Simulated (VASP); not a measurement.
Calculation: r2SCAN meta-GGA, VASP's PBE PAW potentials (set 64) (plane waves; VASP).

VASP input:

**POSCAR**
```
TiCo
1
    2.9823909989     0.0000000000     0.0000000000
    0.0000000000     2.9823909989     0.0000000000
    0.0000000000     0.0000000000     2.9823909989
Ti Co
1 1
Direct
  0.0000000000   0.0000000000   0.0000000000
  0.5000000000   0.5000000000   0.5000000000
```

**KPOINTS**
```
Automatic
0
Gamma
 12 12 12
```

INCAR:
```
! general
SYSTEM =TiCo
PREC   =Accurate
ENCUT  =520
LREAL  =.False.   ! projection in real space or not
LASPH  =.True.   ! aspherical one-centre terms

! electronic loop
EDIFF  =1E-7
NELM   =100
ALGO   =Normal   ! blocked Davidson
LMAXMIX=4   ! l cut-off of mixed one-centre charges
LMIXTAU=.True.

! smearing
ISMEAR =1   ! Methfessel-Paxton
SIGMA  =0.1   ! width (eV)

! functional
METAGGA=R2SCAN

! ions
ISIF   =2   ! forces and stress, cell fixed

! output
LWAVE  =.False.
LCHARG =.False.
```

POTCAR, in this order: Ti_sv Co (PBE.64 set). Program: vasp_std.

Task: What does the run give for the energy per atom (σ→0), pressure, band gap (on the k-mesh)?

Result: 
```
Property                                                     Value
------------------------  ----------------------------------------
energy per atom (σ→0)                              -13.348 eV/atom
band gap (on the k-mesh)  none (metal, semimetal or under 0.01 eV)
pressure                                                 -5.45 GPa
```

OSZICAR:
```
...
DAV:  15    -0.266964801588E+02   -0.10092E-03   -0.16630E-04  2992   0.145E-01    0.196E-02
DAV:  16    -0.266964738594E+02    0.62994E-05   -0.67176E-05  3168   0.121E-01    0.273E-02
DAV:  17    -0.266964723207E+02    0.15387E-05   -0.22915E-05  3354   0.637E-02    0.508E-03
DAV:  18    -0.266964726785E+02   -0.35788E-06   -0.94566E-07  2812   0.121E-02    0.360E-03
DAV:  19    -0.266964718237E+02    0.85489E-06   -0.94269E-07  3510   0.124E-02    0.870E-04
DAV:  20    -0.266964726285E+02   -0.80490E-06   -0.40512E-07  2394   0.801E-03    0.507E-04
DAV:  21    -0.266964726517E+02   -0.23175E-07   -0.30158E-08  1308   0.278E-03
   1 F= -.26696473E+02 E0= -.26695753E+02  d E =-.215833E-02
```

The compound is TiCo in the CsCl type structure. This cell is one point of a volume scan, at 1.03 of the reference volume. The run is not spin-polarised, so no magnetic state was tried. The electron count is odd and the run is not spin-polarised, which forces a metal.
